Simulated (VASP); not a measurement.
OSZICAR of a VASP run on CaOs (atoms displaced from the space group 123 structure):

### OSZICAR
```
       N       E                     dE             d eps       ncg     rms          rms(c)
DAV:   1     0.769463787374E+02    0.76946E+02   -0.69038E+03   716   0.842E+02
DAV:   2    -0.506918090329E+01   -0.82016E+02   -0.79107E+02   811   0.257E+02
DAV:   3    -0.114266907894E+02   -0.63575E+01   -0.61747E+01  1332   0.552E+01
DAV:   4    -0.115166306212E+02   -0.89940E-01   -0.89680E-01   837   0.676E+00
DAV:   5    -0.115201414139E+02   -0.35108E-02   -0.35103E-02  1101   0.108E+00    0.680E+00
DAV:   6    -0.111572730059E+02    0.36287E+00   -0.11310E+01   997   0.165E+01    0.446E+00
DAV:   7    -0.107247056151E+02    0.43257E+00   -0.16130E+00   943   0.739E+00    0.192E+00
DAV:   8    -0.107176417766E+02    0.70638E-02   -0.24019E-01  1022   0.305E+00    0.633E-01
DAV:   9    -0.107091778234E+02    0.84640E-02   -0.59389E-02  1010   0.149E+00    0.149E-01
DAV:  10    -0.107091160019E+02    0.61822E-04   -0.83829E-04   831   0.219E-01    0.781E-02
DAV:  11    -0.107090671974E+02    0.48805E-04   -0.74816E-04  1055   0.125E-01    0.319E-02
DAV:  12    -0.107090796656E+02   -0.12468E-04   -0.41028E-05   863   0.655E-02    0.422E-03
DAV:  13    -0.107090792518E+02    0.41384E-06   -0.22939E-06   788   0.103E-02
   1 F= -.10709079E+02 E0= -.10695183E+02  d E =-.277931E-01
```

### Question
Which electronic solver shows in the log?

### Answer
It is blocked Davidson (ALGO = Normal, or the opening steps of other solvers). The INCAR had ALGO = Normal.

### Question
Can the final energy be trusted as converged?

### Answer
Self-consistency was reached. It stopped with EDIFF = 1E-6, NELM = 100 (PBE GGA, plane waves, VASP's PBE PAW potentials (set 64)).

The structure was generated: CaOs was put into an ordered model structure, which need not be its known phase. The cell was not relaxed at this level, atoms are displaced from their ideal sites. The k-mesh is coarse (spacing up to 0.46 per Å, 2π included), so the numbers may not be converged in it. The run is one of a series of settings (KPOINTS 4×4×3 Γ-centred mesh against the base run), some of them coarse on purpose.
